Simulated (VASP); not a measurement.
## GaP: what moves the LDA gap besides the functional

How far does the LDA gap of GaP depend on mesh and cell? The starting structure is a measured crystal structure from the Crystallography Open Database. Cell and atoms stay as given unless a step says otherwise.

Main program and level: VASP 6.6.1; Kohn-Sham DFT with plane waves and PAW; LDA.

### 1. The structure

The structure is cubic, space group F-43m (No. 216). The conventional cell has a = 5.451 Å, b = 5.451 Å, c = 5.451 Å, α = 90.00°, β = 90.00°, γ = 90.00°. Ga has 4 P at 2.36 Å nearest. Nearest to P lie 4 Ga at 2.36 Å. Farther neighbours are not listed.

Structure file:

```cif
data_structure
_symmetry_space_group_name_H-M 'F-43m'
_symmetry_Int_Tables_number 216
_cell_length_a 5.4505
_cell_length_b 5.4505
_cell_length_c 5.4505
_cell_angle_alpha 90.000
_cell_angle_beta 90.000
_cell_angle_gamma 90.000
_cell_volume 161.92
loop_
_atom_site_label
_atom_site_type_symbol
_atom_site_symmetry_multiplicity
_atom_site_Wyckoff_symbol
_atom_site_fract_x
_atom_site_fract_y
_atom_site_fract_z
_atom_site_occupancy
Ga1 Ga 4 a 0.00000 0.00000 0.00000 1
P1 P 4 c 0.25000 0.25000 0.25000 1
```

### 2. Reference bands

Input file INCAR:

```
SYSTEM = GaP
PREC = Accurate
ENCUT = 350
EDIFF = 1E-06
NELM = 100
ISMEAR = 0
SIGMA = 0.03
LREAL = .FALSE.
ALGO = Normal
GGA = CA
NBANDS = 21
LORBIT = 11
LWAVE = .FALSE.
LCHARG = .FALSE.
KPAR = 4
LASPH = .TRUE.
```

Input file POSCAR:

```
GaP
1.0
    0.0000000000      2.7252500000      2.7252500000
    2.7252500000      0.0000000000      2.7252500000
    2.7252500000      2.7252500000      0.0000000000
Ga P
1 1
Direct
    0.0000000000      0.0000000000      0.0000000000
    0.7500000000      0.7500000000      0.7500000000
```

Input file KPOINTS:

```
Automatic mesh
0
Gamma
8 8 8
0 0 0
```

Input file KPOINTS_OPT:

```
Line mode
10
Line-mode
Reciprocal
  0.00000000   0.00000000   0.00000000 GAMMA
  0.50000000   0.00000000   0.50000000 X

  0.50000000   0.00000000   0.50000000 X
  0.50000000   0.25000000   0.75000000 W

  0.50000000   0.25000000   0.75000000 W
  0.37500000   0.37500000   0.75000000 K

  0.37500000   0.37500000   0.75000000 K
  0.00000000   0.00000000   0.00000000 GAMMA

  0.00000000   0.00000000   0.00000000 GAMMA
  0.50000000   0.50000000   0.50000000 L

  0.50000000   0.50000000   0.50000000 L
  0.62500000   0.25000000   0.62500000 U

  0.62500000   0.25000000   0.62500000 U
  0.50000000   0.25000000   0.75000000 W

  0.50000000   0.25000000   0.75000000 W
  0.50000000   0.50000000   0.50000000 L

  0.50000000   0.50000000   0.50000000 L
  0.37500000   0.37500000   0.75000000 K

  0.62500000   0.25000000   0.62500000 U
  0.50000000   0.00000000   0.50000000 X
```

The projector-augmented-wave data sets are Ga_d and P (LDA family, release 64).

Launch:

```bash
> mpirun -np 4 vasp_std
```

The log of the run:

```text
[banner, memory and clock lines left out]
running    4 mpi-ranks, on    1 nodes
 distrk:  each k-point on    1 cores,    4 groups
 distr:  one band on    1 cores,    1 groups

 POSCAR found type information on POSCAR GaP
 POSCAR found :  2 types and       2 ions
 LDA part: xc-table for (Slater(with rela. corr.)+CA(PZ))
 , standard interpolation
 POSCAR, INCAR and KPOINTS ok, starting setup
 FFT: planning ... GRIDC
 FFT: planning ... GRID_SOFT
 FFT: planning ... GRID
 WAVECAR not read
 entering main loop
       N       E                     dE             d eps       ncg     rms          rms(c)
DAV:   1     0.891329863768E+02    0.89133E+02   -0.67852E+03  1366   0.982E+02
DAV:   2    -0.195010394535E+01   -0.91083E+02   -0.84764E+02  1315   0.269E+02
DAV:   3    -0.106104447361E+02   -0.86603E+01   -0.85863E+01  1446   0.588E+01
DAV:   4    -0.107570654069E+02   -0.14662E+00   -0.14653E+00  1449   0.808E+00
DAV:   5    -0.107588560150E+02   -0.17906E-02   -0.17905E-02  1424   0.889E-01    0.431E+00
DAV:   6    -0.104918132358E+02    0.26704E+00   -0.23712E-01  1847   0.766E+00    0.278E+00
DAV:   7    -0.104449723857E+02    0.46841E-01   -0.62301E-02  1516   0.145E+00    0.102E+00
DAV:   8    -0.104402341055E+02    0.47383E-02   -0.95292E-03  1417   0.837E-01    0.216E-01
DAV:   9    -0.104401830709E+02    0.51035E-04   -0.89495E-04  1755   0.294E-01    0.629E-02
DAV:  10    -0.104401820413E+02    0.10296E-05   -0.43848E-05  1766   0.665E-02    0.293E-02
DAV:  11    -0.104401880452E+02   -0.60039E-05   -0.93208E-06  1432   0.331E-02    0.943E-03
DAV:  12    -0.104401878381E+02    0.20707E-06   -0.33074E-07   958   0.435E-03
   1 F= -.10440188E+02 E0= -.10440188E+02  d E =-.449400E-15
 Start KPOINTS_OPT (optional k-point list driver)
k-point batch [1-29\100]
       N       E                     dE             ncg
DAV:   1    -0.234821815259E+03   -0.13322E+05     1393
DAV:   2    -0.286160054792E+04   -0.26268E+04     1308
DAV:   3    -0.311322390179E+04   -0.25162E+03     1505
DAV:   4    -0.311743267939E+04   -0.42088E+01     1485
DAV:   5    -0.311748134418E+04   -0.48665E-01     1443
DAV:   6    -0.311748306561E+04   -0.17214E-02     1745
DAV:   7    -0.311748308186E+04   -0.16243E-04     1421
DAV:   8    -0.311748308234E+04   -0.48285E-06     1216
[...]
k-point batch [88-100\100]
       N       E                     dE             ncg
DAV:   1     0.801117367790E+04   -0.75086E+04      584
DAV:   2     0.674312974683E+04   -0.12680E+04      580
DAV:   3     0.662120463151E+04   -0.12193E+03      730
DAV:   4     0.661897471128E+04   -0.22299E+01      655
DAV:   5     0.661895124020E+04   -0.23471E-01      629
DAV:   6     0.661895040696E+04   -0.83324E-03      802
DAV:   7     0.661895040506E+04   -0.19025E-05      633
DAV:   8     0.661895040503E+04   -0.37227E-07      565
```

Run time: 9.4 s. Hardware: 4 MPI ranks of Intel Xeon Platinum 8259CL at 2.50GHz (Skylake/Cascade Lake), shared host; peak memory 0.53 GiB; 31 s of CPU time.

Lines that name or quote the potential files are left out of all logs, and their timing lines are given in words.

From OUTCAR (step 2):

```text
ion  position               nearest neighbor table
   1  0.000  0.000  0.000-   2 2.36   2 2.36   2 2.36   2 2.36
   2  0.750  0.750  0.750-   1 2.36   1 2.36   1 2.36   1 2.36

  LATTYP: Found a face centered cubic cell.
 ALAT       =     5.4505000000

 Subroutine GETGRP returns: Found 24 space group operations
 (whereof 24 operations were pure point group operations)

The static configuration has the point symmetry T_d .

 Found     29 irreducible k-points:

   k-points           NKPTS =     29   k-points in BZ     NKDIM =     29   number of bands    NBANDS=     21

   dimension x,y,z NGX =    24 NGY =   24 NGZ =   24
   dimension x,y,z NGXF=    48 NGYF=   48 NGZF=   48

   ENCUT  =  350.0 eV  25.72 Ry    5.07 a.u.   5.88  5.88  5.88*2*pi/ulx,y,z

   NELECT =      18.0000    total number of electrons

 k-points in reciprocal lattice and weights: Automatic mesh
   0.00000000  0.00000000  0.00000000       0.002
   0.12500000  0.00000000  0.00000000       0.016
   0.25000000  0.00000000  0.00000000       0.016
   0.37500000  0.00000000  0.00000000       0.016
   0.50000000  0.00000000  0.00000000       0.008
   0.12500000  0.12500000  0.00000000       0.012
   0.25000000  0.12500000  0.00000000       0.047
   0.37500000  0.12500000  0.00000000       0.047
   0.50000000  0.12500000  0.00000000       0.047
[...]
-0.37500000  0.50000000  0.12500000       0.023
  -0.25000000  0.50000000  0.25000000       0.012

 average (electrostatic) potential at core
       1 -66.5520       2 -84.6284

 E-fermi :   4.6583

 k-point     1 :       0.0000    0.0000    0.0000
  band No.  band energies     occupation
    ...
      5     -10.0922      2.00000
      6      -8.0050      2.00000
      7       4.5049      2.00000
      8       4.5049      2.00000
      9       4.5049      2.00000
     10       6.1411      0.00000
     11       8.2974      0.00000
     12       8.2974      0.00000
     13       8.2974      0.00000
     14      12.9976      0.00000
    ...

 k-point     2 :       0.1250    0.0000    0.0000
  band No.  band energies     occupation
    ...
      5     -10.0921      2.00000
      6      -7.8027      2.00000
      7       2.8334      2.00000
      8       4.2710      2.00000
      9       4.2710      2.00000
     10       6.8030      0.00000
     11       8.6508      0.00000
     12       8.6508      0.00000
     13       8.8519      0.00000
     14      13.6411      0.00000
    ...

 k-point     3 :       0.2500    0.0000    0.0000
  band No.  band energies     occupation
    ...
      5     -10.0909      2.00000
      6      -7.2275      2.00000
      7       0.5746      2.00000
      8       3.8334      2.00000
      9       3.8334      2.00000
     10       6.5080      0.00000
     11       9.1606      0.00000
     12       9.1606      0.00000
     13      10.6945      0.00000
     14      13.4393      0.00000
    ...

  Total       -0.7129799     -0.7129799     -0.7129799      0.0000000      0.0000000      0.0000000
  in kB      -28.2188192    -28.2188192    -28.2188192      0.0000000      0.0000000      0.0000000
  external PRESSURE =     -28.2188192 kB  Pullay stress =       0.0000000 kB

  energy-cutoff  :      350.00
  volume of cell :       40.48
      direct lattice vectors                 reciprocal lattice vectors
     0.000000000  2.725250000  2.725250000    -0.183469406  0.183469406  0.183469406
     2.725250000  0.000000000  2.725250000     0.183469406 -0.183469406  0.183469406
     2.725250000  2.725250000  0.000000000     0.183469406  0.183469406 -0.183469406

 POSITION                                       TOTAL-FORCE (eV/Angst)
 -----------------------------------------------------------------------------------
      0.00000      0.00000      0.00000         0.000000      0.000000      0.000000
      4.08788      4.08788      4.08788        -0.000000     -0.000000     -0.000000
 -----------------------------------------------------------------------------------
    total drift:                               -0.000000     -0.000000     -0.000001

  FREE ENERGIE OF THE ION-ELECTRON SYSTEM (eV)
  ---------------------------------------------------
  free  energy   TOTEN  =       -10.4401878381 eV

  energy  without entropy=      -10.4401878381  energy(sigma->0) =      -10.44018784

 total charge
# of ion       s       p       d       tot
------------------------------------------
    1        0.875   0.859  10.009  11.744
    2        1.025   1.513   0.000   2.538
--------------------------------------------------
tot          1.900   2.373  10.009  14.282

[... 3 further parts left out ...]
```

Spin-orbit coupling is off here; it would split degenerate levels. At this level the cell is under a tension of 2.8 GPa, so at these settings it is away from equilibrium.

The reference gap is 1.445 eV.

### 3. Bands with cell and atoms relaxed by LDA

Against step 2 the input has another starting structure. The cell comes from a relaxation at this level, not shown (39.18 Å³).

INCAR is that of step 2.

Input file POSCAR:

```
GaP
1.0
    0.0000000000      2.6957661112      2.6957661112
    2.6957661112      0.0000000000      2.6957661112
    2.6957661112      2.6957661112      0.0000000000
Ga P
1 1
Direct
    0.0000000000      0.0000000000      0.0000000000
    0.7500000000      0.7500000000      0.7500000000
```

KPOINTS is that of step 2.

KPOINTS_OPT is that of step 2.

Launch:

```bash
> mpirun -np 4 vasp_std
```

The log of the run:

```text
[... set-up lines as in an earlier step ...]
 entering main loop
       N       E                     dE             d eps       ncg     rms          rms(c)
DAV:   1     0.898000515818E+02    0.89800E+02   -0.67617E+03  1348   0.102E+03
DAV:   2    -0.209094759207E+01   -0.91891E+02   -0.85467E+02  1292   0.271E+02
DAV:   3    -0.106320522715E+02   -0.85411E+01   -0.84708E+01  1430   0.586E+01
DAV:   4    -0.107823583691E+02   -0.15031E+00   -0.15022E+00  1465   0.810E+00
[...]
DAV:  10    -0.104507157445E+02    0.50468E-05   -0.46147E-05  1848   0.741E-02    0.276E-02
DAV:  11    -0.104507215782E+02   -0.58337E-05   -0.98840E-06  1432   0.326E-02    0.107E-02
DAV:  12    -0.104507213542E+02    0.22401E-06   -0.33165E-07   938   0.430E-03
   1 F= -.10450721E+02 E0= -.10450721E+02  d E =-.434053E-13
 Start KPOINTS_OPT (optional k-point list driver)
k-point batch [1-29\100]
       N       E                     dE             ncg
DAV:   1    -0.100149512050E+03   -0.14004E+05     1341
DAV:   2    -0.271982726114E+04   -0.26197E+04     1310
DAV:   3    -0.297797531505E+04   -0.25815E+03     1473
DAV:   4    -0.298258319956E+04   -0.46079E+01     1503
DAV:   5    -0.298263555225E+04   -0.52353E-01     1467
DAV:   6    -0.298263715936E+04   -0.16071E-02     1739
DAV:   7    -0.298263718287E+04   -0.23505E-04     1403
DAV:   8    -0.298263718377E+04   -0.90748E-06     1304
[...]
k-point batch [88-100\100]
       N       E                     dE             ncg
DAV:   1     0.813396243670E+04   -0.74189E+04      595
DAV:   2     0.694121749962E+04   -0.11927E+04      604
DAV:   3     0.683389147228E+04   -0.10733E+03      690
DAV:   4     0.683213230223E+04   -0.17592E+01      624
DAV:   5     0.683211081557E+04   -0.21487E-01      671
DAV:   6     0.683211007430E+04   -0.74127E-03      753
DAV:   7     0.683211007017E+04   -0.41232E-05      638
DAV:   8     0.683211006997E+04   -0.19912E-06      549
```

Run time: 9.2 s. Hardware: 4 MPI ranks; peak memory 0.56 GiB; 30 s of CPU time.

OUTCAR, selected parts (step 3):

```text
  Total       -0.0209369     -0.0209369     -0.0209369     -0.0000000      0.0000000      0.0000000
  in kB       -0.8561424     -0.8561424     -0.8561424     -0.0000000      0.0000000      0.0000000
  external PRESSURE =      -0.8561424 kB  Pullay stress =       0.0000000 kB

 POSITION                                       TOTAL-FORCE (eV/Angst)
 -----------------------------------------------------------------------------------
      0.00000      0.00000      0.00000         0.000000      0.000000      0.000000
      4.04365      4.04365      4.04365        -0.000000     -0.000000     -0.000000
 -----------------------------------------------------------------------------------
    total drift:                               -0.000001     -0.000001     -0.000002

  FREE ENERGIE OF THE ION-ELECTRON SYSTEM (eV)
  ---------------------------------------------------
  free  energy   TOTEN  =       -10.4507213542 eV

  energy  without entropy=      -10.4507213542  energy(sigma->0) =      -10.45072135

[... 1 part as in an earlier step ...]

[... 2 further parts left out ...]
[key lines of the parts left out:]
E-fermi :   4.9864
```

With cell and atoms relaxed by LDA the gap is 1.387 eV, -0.058 eV from the reference.

### 4. Bands with a 10×10×10 mesh

Against step 2 the input has a 10×10×10 mesh.

INCAR is that of step 3.

Input file POSCAR:

```
GaP
1.0
    0.0000000000      2.7252500000      2.7252500000
    2.7252500000      0.0000000000      2.7252500000
    2.7252500000      2.7252500000      0.0000000000
Ga P
1 1
Direct
    0.0000000000      0.0000000000      0.0000000000
    0.7500000000      0.7500000000      0.7500000000
```

Input file KPOINTS:

```
Automatic mesh
0
Gamma
10 10 10
0 0 0
```

KPOINTS_OPT is that of step 3.

Launch:

```bash
> mpirun -np 4 vasp_std
```

The log of the run:

```text
[... set-up lines as in an earlier step ...]
 entering main loop
       N       E                     dE             d eps       ncg     rms          rms(c)
DAV:   1     0.840920538234E+02    0.84092E+02   -0.68100E+03  2231   0.993E+02
DAV:   2    -0.253874122596E+01   -0.86631E+02   -0.80443E+02  2096   0.254E+02
DAV:   3    -0.106231956046E+02   -0.80845E+01   -0.80192E+01  2336   0.570E+01
DAV:   4    -0.107584287959E+02   -0.13523E+00   -0.13515E+00  2349   0.771E+00
[...]
DAV:  10    -0.104424798518E+02    0.13198E-05   -0.44206E-05  2926   0.661E-02    0.292E-02
DAV:  11    -0.104424858317E+02   -0.59799E-05   -0.92283E-06  2297   0.329E-02    0.952E-03
DAV:  12    -0.104424856189E+02    0.21285E-06   -0.32327E-07  1549   0.430E-03
   1 F= -.10442486E+02 E0= -.10442486E+02  d E =-.525054E-13
 Start KPOINTS_OPT (optional k-point list driver)
k-point batch [1-47\100]
       N       E                     dE             ncg
DAV:   1    -0.419269521484E+03   -0.18641E+05     2233
DAV:   2    -0.452747441146E+04   -0.41082E+04     2107
DAV:   3    -0.491282268583E+04   -0.38535E+03     2350
DAV:   4    -0.491927376648E+04   -0.64511E+01     2316
DAV:   5    -0.491935189568E+04   -0.78129E-01     2390
DAV:   6    -0.491935447114E+04   -0.25755E-02     2736
DAV:   7    -0.491935451186E+04   -0.40723E-04     2322
DAV:   8    -0.491935451316E+04   -0.12974E-05     1900
DAV:   9    -0.491935451326E+04   -0.10461E-06     1562
[...]
k-point batch [95-100\100]
       N       E                     dE             ncg
DAV:   1     0.218952388367E+05   -0.35519E+04      294
DAV:   2     0.214034406242E+05   -0.49180E+03      278
DAV:   3     0.213611266061E+05   -0.42314E+02      331
DAV:   4     0.213604660273E+05   -0.66058E+00      302
DAV:   5     0.213604578306E+05   -0.81966E-02      316
DAV:   6     0.213604575392E+05   -0.29141E-03      358
DAV:   7     0.213604575357E+05   -0.35272E-05      308
DAV:   8     0.213604575356E+05   -0.12852E-06      228
```

Wall time 11 s (4 MPI ranks); peak memory 0.58 GiB.

Parts of OUTCAR (step 4):

```text
  Total       -0.7115595     -0.7115595     -0.7115595     -0.0000000      0.0000000      0.0000000
  in kB      -28.1626010    -28.1626010    -28.1626010     -0.0000000      0.0000000      0.0000000
  external PRESSURE =     -28.1626010 kB  Pullay stress =       0.0000000 kB

 POSITION                                       TOTAL-FORCE (eV/Angst)
 -----------------------------------------------------------------------------------
      0.00000      0.00000      0.00000        -0.000000     -0.000000     -0.000000
      4.08788      4.08788      4.08788         0.000000      0.000000      0.000000
 -----------------------------------------------------------------------------------
    total drift:                               -0.000000     -0.000000     -0.000001

  FREE ENERGIE OF THE ION-ELECTRON SYSTEM (eV)
  ---------------------------------------------------
  free  energy   TOTEN  =       -10.4424856189 eV

  energy  without entropy=      -10.4424856189  energy(sigma->0) =      -10.44248562

[... 1 part as in an earlier step ...]

[... 2 further parts left out ...]
[key lines of the parts left out:]
E-fermi :   4.6400
```

With a 10×10×10 mesh the gap is 1.447 eV, +0.001 eV from the reference.

### 5. The runs compared

```csv
run,gap (eV),change (eV),core minutes
reference,1.445,-,0.627
cell and atoms relaxed by LDA,1.387,-0.058,0.613
a 10×10×10 mesh,1.447,0.001,0.72
```

Core minutes are wall time times ranks of the run shown, on a shared host.

### 6. Summary of results

```
reference gap                          : 1.445 eV
gap with cell and atoms relaxed by LDA : 1.387 eV
gap with a 10×10×10 mesh               : 1.447 eV
```

Among the runs that read a gap along the path, the one with cell and atoms relaxed by LDA moves it most, by -0.058 eV. On finer settings it changes by +0.001 eV with a 10×10×10 mesh. The functional's own error isn't tested here. Further runs on this material are not shown.

[Lines on the potential files, build, host, timing and source positions are cut from VASP's logs without a mark.]

[Logs are printed without paths, hosts, clocks, repeated set-up lines and the standing remarks that a program may print on its own settings, such as how far it seeks lower states.]

[Hosts, paths, dates, database ids (printed as entryN), source tags and the programs' standing remarks are cut or masked in the printed files.]
